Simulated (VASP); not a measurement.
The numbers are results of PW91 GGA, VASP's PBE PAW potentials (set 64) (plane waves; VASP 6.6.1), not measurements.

VASP input:

File KPOINTS:
```
K-points
0
G
 6 6 4
0 0 0
```

**INCAR**
```
SYSTEM  =  PbO
PREC  =  Accurate; ENCUT  =  520; LREAL  =  .False.
LASPH  =  .True.
EDIFF  =  1E-7; NELM  =  100; ALGO  =  Normal
LMAXMIX  =  4
ISMEAR  =  0; SIGMA  =  0.05
GGA  =  91
IBRION  =  2; NSW  =  30; ISIF  =  4
EDIFFG  =  -0.01
LWAVE  =  .False.; LCHARG  =  .False.
```

### POSCAR
```
PbO
1.0
  4.0584558032   0.0000000000   0.0000000000
  0.0000000000   4.0584558032   0.0000000000
  0.0000000000   0.0000000000   5.4083894759
Pb O
2 2
direct
  0.5000000000   0.0000000000   0.7799030363
  0.0000000000   0.5000000000   0.2200969637
  0.5000000000   0.5000000000   0.0000000000
  0.0000000000   1.0000000000   0.0000000000
```

POTCAR, in this order: Pb_d O (PBE.64 set). Program: vasp_std.

Without a dispersion term in the relaxation, distances and binding between the weakly bound layers, chains or molecules are unreliable, and so is what depends on them. Unless said otherwise, spin-orbit coupling is left out, though it shifts the bands of the heavy elements here.

Q: Estimate the energy per atom (σ→0), band gap (on the k-mesh).

A: 
```json
{
 "energy per atom (σ→0)": "-5.429 eV/atom",
 "band gap (on the k-mesh)": "1.64 eV"
}
```

File OSZICAR:
```
...
       N       E                     dE             d eps       ncg     rms          rms(c)
DAV:   1    -0.217169421161E+02   -0.11849E-02   -0.11235E-01  1560   0.275E+00    0.204E-01
DAV:   2    -0.217162840211E+02    0.65810E-03   -0.39462E-03  2248   0.747E-01    0.124E-01
DAV:   3    -0.217158701718E+02    0.41385E-03   -0.51588E-04  1928   0.317E-01    0.299E-02
DAV:   4    -0.217158535805E+02    0.16591E-04   -0.11367E-04  2240   0.104E-01    0.644E-03
DAV:   5    -0.217158536369E+02   -0.56407E-07   -0.11090E-05  1712   0.326E-02    0.210E-03
DAV:   6    -0.217158536356E+02    0.13424E-08   -0.58298E-07  1776   0.105E-02
   3 F= -.21715854E+02 E0= -.21715854E+02  d E =-.159598E-03
```

The compound is PbO in the litharge structure. This run relaxes it. Symmetry was kept, so distortions that lower it aren't found.
